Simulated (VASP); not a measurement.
VASP input:

**INCAR**
```
SYSTEM = PtSb2
PREC = Accurate; ENCUT = 300; LREAL = .False.
LASPH = .True.
EDIFF = 1E-6; NELM = 100; ALGO = Normal
LMAXMIX = 6
ISMEAR = -1; SIGMA = 0.01
GGA = PE
ISIF = 2
LWAVE = .False.; LCHARG = .False.
```

POSCAR:
```
PtSb2
1
    6.5011800000     0.0000000000     0.0000000000
    0.0000000000     6.5011800000     0.0000000000
    0.0000000000     0.0000000000     6.5011800000
Sb Pt
8 4
Direct
  0.6250000000   0.8750000000   0.1250000000
  0.1250000000   0.6250000000   0.8750000000
  0.6250000000   0.6250000000   0.6250000000
  0.3750000000   0.3750000000   0.3750000000
  0.8750000000   0.1250000000   0.6250000000
  0.8750000000   0.3750000000   0.1250000000
  0.1250000000   0.8750000000   0.3750000000
  0.3750000000   0.1250000000   0.8750000000
  0.0000000000   0.5000000000   0.5000000000
  0.5000000000   0.0000000000   0.5000000000
  0.0000000000   0.0000000000   0.0000000000
  0.5000000000   0.5000000000   0.0000000000
```

**KPOINTS**
```
Automatic mesh
0
Gamma
3 3 3
0 0 0
```

POTCAR, in this order: Sb Pt (PBE.64 set). Program: vasp_std.

Q: Write an equivalent input for Quantum ESPRESSO's pw.x.

A: One equivalent input (not run):
```
&CONTROL
  calculation = 'scf'
  pseudo_dir = './pseudo'
  outdir = './out'
  tprnfor = .true.
  tstress = .true.
/
&SYSTEM
  ibrav = 0
  nat = 12
  ntyp = 2
  ecutwfc = 84
  occupations = 'smearing'
  smearing = 'fermi-dirac'
  degauss = 0.000735
  input_dft = 'pbe'
/
&ELECTRONS
  conv_thr = 7.3e-08
  electron_maxstep = 100
/
ATOMIC_SPECIES
  Sb 121.760 Sb.upf
  Pt 195.084 Pt.upf
CELL_PARAMETERS angstrom
     6.5011800    0.0000000    0.0000000
     0.0000000    6.5011800    0.0000000
     0.0000000    0.0000000    6.5011800
ATOMIC_POSITIONS crystal
  Sb   0.6250000  0.8750000  0.1250000
  Sb   0.1250000  0.6250000  0.8750000
  Sb   0.6250000  0.6250000  0.6250000
  Sb   0.3750000  0.3750000  0.3750000
  Sb   0.8750000  0.1250000  0.6250000
  Sb   0.8750000  0.3750000  0.1250000
  Sb   0.1250000  0.8750000  0.3750000
  Sb   0.3750000  0.1250000  0.8750000
  Pt   0.0000000  0.5000000  0.5000000
  Pt   0.5000000  0.0000000  0.5000000
  Pt   0.0000000  0.0000000  0.0000000
  Pt   0.5000000  0.5000000  0.0000000
K_POINTS automatic
  3 3 3 0 0 0
```
The two are equivalent in intent, not identical: the potentials are each code's own (VASP's PAW set, PseudoDojo norm-conserving files in pw.x), so ENCUT and ecutwfc are chosen apart and not converted; conv_thr bounds pw.x's estimated SCF error, while EDIFF bounds the energy change between steps.

The structure is a typed PtSb2 crystal. The cell was not relaxed at this level. The k-mesh is coarse (spacing up to 0.32 per Å, 2π included), so the numbers may not be converged in it.
